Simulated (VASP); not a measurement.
```
B31N31Si
1.0
    7.24888     0.00000     0.00000
    0.00000     7.24888     0.00000
    0.00000     0.00000     7.24888
B N Si
31 31 1
Direct
  0.49824   0.00029   0.00093
  0.74760   0.25200   0.00342
  0.74760   0.00275   0.25266
  0.99877   0.00080   0.00147
  0.24694   0.24890   0.99900
  0.49976   0.49983   0.99825
  0.75066   0.75261   0.99903
  0.24692   0.99833   0.24957
  0.48397   0.24716   0.24779
  0.75239   0.51558   0.24789
  0.49976   0.99764   0.50048
  0.75245   0.24714   0.51628
  0.75066   0.99833   0.75331
  0.99926   0.50133   0.00099
  0.24988   0.74969   0.99835
  0.99682   0.25197   0.25268
  0.24704   0.50120   0.24653
  0.49839   0.75252   0.24655
  0.99929   0.00028   0.50201
  0.24706   0.24592   0.50182
  0.75368   0.75253   0.50183
  0.24990   0.99775   0.75036
  0.49841   0.24592   0.75317
  0.75368   0.50119   0.75317
  0.00122   0.75263   0.24959
  0.00199   0.49984   0.50046
  0.25245   0.74713   0.49877
  0.00126   0.24893   0.75331
  0.25245   0.49811   0.74779
  0.50148   0.74714   0.74777
  0.00187   0.74971   0.75036
  0.62192   0.12875   0.12941
  0.87078   0.37762   0.12945
  0.87083   0.12873   0.37834
  0.12225   0.12559   0.12627
  0.37022   0.37504   0.12082
  0.62450   0.62933   0.12086
  0.87396   0.87732   0.12627
  0.37022   0.12019   0.37570
  0.87939   0.62935   0.37576
  0.62454   0.12019   0.63003
  0.87941   0.37507   0.63003
  0.87397   0.12560   0.87799
  0.12347   0.62608   0.12328
  0.37351   0.87611   0.12326
  0.12442   0.37482   0.37547
  0.37350   0.62607   0.36479
  0.62475   0.87517   0.37547
  0.12347   0.12263   0.62672
  0.37352   0.36412   0.62671
  0.63545   0.62607   0.62673
  0.87696   0.87612   0.62676
  0.37353   0.12261   0.87677
  0.62478   0.37484   0.87583
  0.87696   0.62606   0.87678
  0.12410   0.87547   0.37521
  0.12735   0.62374   0.62442
  0.37584   0.87223   0.62439
  0.12410   0.37455   0.87617
  0.37585   0.62375   0.87288
  0.62503   0.87546   0.87617
  0.12491   0.87468   0.87533
  0.54460   0.45500   0.45562
```

Calculation: HSE06 screened hybrid, VASP's PBE PAW potentials (set 64) (plane waves; VASP 6.6.1). Numerical set-up: PREC = Normal, LREAL = Auto, ISYM = 0, EDIFF = 1E-5, 400 eV cut-off, 1×1×1 Γ-centred mesh, Gaussian smearing of 0.050 eV, potentials B N Si. Starting moments (MAGMOM): 63*0.0317. The cell's moment is fixed (NUPDOWN = 2).

The supercell is sampled at Γ alone, which is coarse: total energies, pressure and levels can be off, energies of defects by several tenths of an eV.

Problem. What does the run give for the cell moment, energy per atom (σ→0)?

Solution. 
| Property | Result |
|---|---|
| cell moment | 2.00 μB |
| energy per atom (σ→0) | -966.1 kJ/mol of atoms |

Problem. Give the moment on each site (PAW-sphere projection).

Solution. 
```json
[
 {"site": "B1", "moment (μB)": "0.00"},
 {"site": "B2", "moment (μB)": "0.00"},
 {"site": "B3", "moment (μB)": "0.00"},
 {"site": "B4", "moment (μB)": "0.00"},
 {"site": "B5", "moment (μB)": "0.01"},
 {"site": "B6", "moment (μB)": "0.00"},
 {"site": "B7", "moment (μB)": "0.01"},
 {"site": "B8", "moment (μB)": "0.01"},
 {"site": "B9", "moment (μB)": "0.21"},
 {"site": "B10", "moment (μB)": "0.21"},
 {"site": "B11", "moment (μB)": "0.00"},
 {"site": "B12", "moment (μB)": "0.21"},
 {"site": "B13", "moment (μB)": "0.01"},
 {"site": "B14", "moment (μB)": "0.00"},
 {"site": "B15", "moment (μB)": "0.00"},
 {"site": "B16", "moment (μB)": "0.00"},
 {"site": "B17", "moment (μB)": "0.00"},
 {"site": "B18", "moment (μB)": "0.00"},
 {"site": "B19", "moment (μB)": "0.00"},
 {"site": "B20", "moment (μB)": "0.00"},
 {"site": "B21", "moment (μB)": "0.00"},
 {"site": "B22", "moment (μB)": "0.00"},
 {"site": "B23", "moment (μB)": "0.00"},
 {"site": "B24", "moment (μB)": "0.00"},
 {"site": "B25", "moment (μB)": "0.01"},
 {"site": "B26", "moment (μB)": "0.00"},
 {"site": "B27", "moment (μB)": "0.00"},
 {"site": "B28", "moment (μB)": "0.01"},
 {"site": "B29", "moment (μB)": "0.00"},
 {"site": "B30", "moment (μB)": "0.00"},
 {"site": "B31", "moment (μB)": "0.00"},
 {"site": "N32", "moment (μB)": "0.00"},
 {"site": "N33", "moment (μB)": "0.00"},
 {"site": "N34", "moment (μB)": "0.00"},
 {"site": "N35", "moment (μB)": "0.00"},
 {"site": "N36", "moment (μB)": "0.03"},
 {"site": "N37", "moment (μB)": "0.03"},
 {"site": "N38", "moment (μB)": "0.00"},
 {"site": "N39", "moment (μB)": "0.03"},
 {"site": "N40", "moment (μB)": "0.03"},
 {"site": "N41", "moment (μB)": "0.03"},
 {"site": "N42", "moment (μB)": "0.03"},
 {"site": "N43", "moment (μB)": "0.00"},
 {"site": "N44", "moment (μB)": "0.00"},
 {"site": "N45", "moment (μB)": "0.00"},
 {"site": "N46", "moment (μB)": "0.00"},
 {"site": "N47", "moment (μB)": "0.03"},
 {"site": "N48", "moment (μB)": "0.00"},
 {"site": "N49", "moment (μB)": "0.00"},
 {"site": "N50", "moment (μB)": "0.03"},
 {"site": "N51", "moment (μB)": "0.03"},
 {"site": "N52", "moment (μB)": "0.00"},
 {"site": "N53", "moment (μB)": "0.00"},
 {"site": "N54", "moment (μB)": "0.00"},
 {"site": "N55", "moment (μB)": "0.00"},
 {"site": "N56", "moment (μB)": "0.02"},
 {"site": "N57", "moment (μB)": "0.00"},
 {"site": "N58", "moment (μB)": "0.00"},
 {"site": "N59", "moment (μB)": "0.02"},
 {"site": "N60", "moment (μB)": "0.00"},
 {"site": "N61", "moment (μB)": "0.02"},
 {"site": "N62", "moment (μB)": "0.00"},
 {"site": "Si63", "moment (μB)": "0.14"}
]
```

Total energies compare only between runs with the same potentials, cut-off and functional.

The cell is a supercell with a defect, built from BN (zinc blende): Si_B-vac_N. The cell's shape comes from a PBE relaxation.
